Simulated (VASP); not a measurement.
```yaml
crystal:
  lattice:
    - [2.83593, 0.00000, 0.00000]
    - [0.00000, 2.83593, 0.00000]
    - [0.00000, 0.00000, 4.06811]
  atoms:
    - { symbol: Ti, position: [0.00000, 0.00000, 0.00000] }
    - { symbol: Al, position: [0.50000, 0.50000, 0.50000] }
```

Computed with revTPSS meta-GGA, VASP's PBE PAW potentials (set 64) (plane waves; VASP). Run with 520 eV cut-off, 13×13×9 Γ-centred mesh, first-order Methfessel-Paxton smearing of 0.10 eV, potentials Ti_sv Al.

Problem. Estimate the energy per atom (σ→0), pressure, band gap (on the k-mesh) with the smallest direct gap where there is one.

Solution. 
```json
{
 "band gap (on the k-mesh)": "none (metal, semimetal or under 0.01 eV)",
 "energy per atom (σ→0)": "-6.796 eV/atom",
 "pressure": "-3.49 GPa"
}
```

The absolute energy has meaning only against runs of the same code, potentials and settings.

The compound is TiAl in the L1_0 structure. This cell is one point of a volume scan, at 1.03 of the reference volume. The electron count is odd and the run is not spin-polarised, which forces a metal.
